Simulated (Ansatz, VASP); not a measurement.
# Two plane-wave programs on Pd3PbC

```
Pb Pd C
1.0
     4.29894    0.00000    0.00000
     0.00000    4.29894    0.00000
     0.00000    0.00000    4.29894
Pb Pd C
1 3 1
Direct
  0.01348 0.99561 0.98874
  0.50016 0.99742 0.48325
  0.50113 0.48829 0.99698
  0.00736 0.49295 0.50269
  0.49945 0.50743 0.50211
```

Change from the starting cell: atoms moved at random, drawn with an rms of 0.05 Å.

Alike in both runs: task single point; functional PBE; k mesh 6 × 6 × 6; occupations fermi-dirac, width 0.05 eV; no spin polarisation.

|  | VASP | Ansatz |
| --- | --- | --- |
| version | VASP 6.6.1 | Ansatz 0.2.0 |
| potentials or method | VASP PAW PBE potentials, release 64 (Pb_d, Pd, C) | Ansatz PAW |
| plane-wave cutoff (eV) | 520 | 420 |
| valence electrons in the cell | 48 | 72 |

|  | VASP | Ansatz | Ansatz less VASP |
| --- | --- | --- | --- |
| gap on the k mesh at the Fermi level (eV) | none | none | - |
| pressure (GPa) | -1.0 | -1.0 | +0.01 |
| largest component of the traceless stress (GPa) | 0.16 | 0.16 | -0.002 |
| rms of the force components (eV/Å) | 0.111 | 0.110 | -0.0015 |

Atom by atom the forces differ by 0.003 eV/Å (rms over components). A gap of «none» marks a metal or a gap that the smearing closes. The two sets of potentials don't hold the same shells in valence.

The runs have no spin-orbit coupling, so splittings on Pb are missing.
